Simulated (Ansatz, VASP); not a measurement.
# Two plane-wave programs on TaTl

```
Ta Tl
1.0
     3.62212    0.00000    0.00000
     0.00000    3.62212    0.00000
     0.00000    0.00000    3.62212
Ta Tl
1 1
Direct
  0.00000 0.00000 0.00000
  0.50000 0.50000 0.50000
```

The cell was built by a generator and needn't be a form met in nature.

Alike in both runs: task relaxation of cell and atoms; functional LDA; k mesh 5 × 5 × 5; occupations fermi-dirac, width 0.05 eV; no spin polarisation.

```csv
,VASP,Ansatz
version,VASP 6.6.1,Ansatz 0.2.0
potentials or method,"VASP PAW LDA potentials, release 64 (Ta_pv, Tl_d)",Ansatz PAW
plane-wave cutoff (eV),600,420
valence electrons in the cell,24,26
```

VASP gave:

```
gap on the k mesh at the Fermi level, each at its own relaxed structure (eV) : none
relaxed volume (Å³/atom)                                                     : 19.18
relaxed cell length with the largest relative difference (Å)                 : 3.373
energy change over the relaxation (meV/atom)                                 : -347
```

**Question.** Which values does Ansatz return?

**Answer.** gap on the k mesh at the Fermi level, each at its own relaxed structure (eV): none; relaxed volume (Å³/atom): 19.11; relaxed cell length with the largest relative difference (Å): 3.368; energy change over the relaxation (meV/atom): -359.

A gap of «none» marks a metal or a gap that the smearing closes. The two sets of potentials don't hold the same shells in valence.

Caveats: the volume moved by over 15 % at a fixed basis, so the end points are rough; the plane-wave basis is chosen anew once the cell has moved, so the energies of steps on either side of that aren't comparable (Ansatz); the PAW data sets come from PBE, with cores solved anew for the run's functional, which leaves a small shift of forces and pressure (Ansatz). The runs have no spin-orbit coupling, so splittings on Ta, Tl are missing.
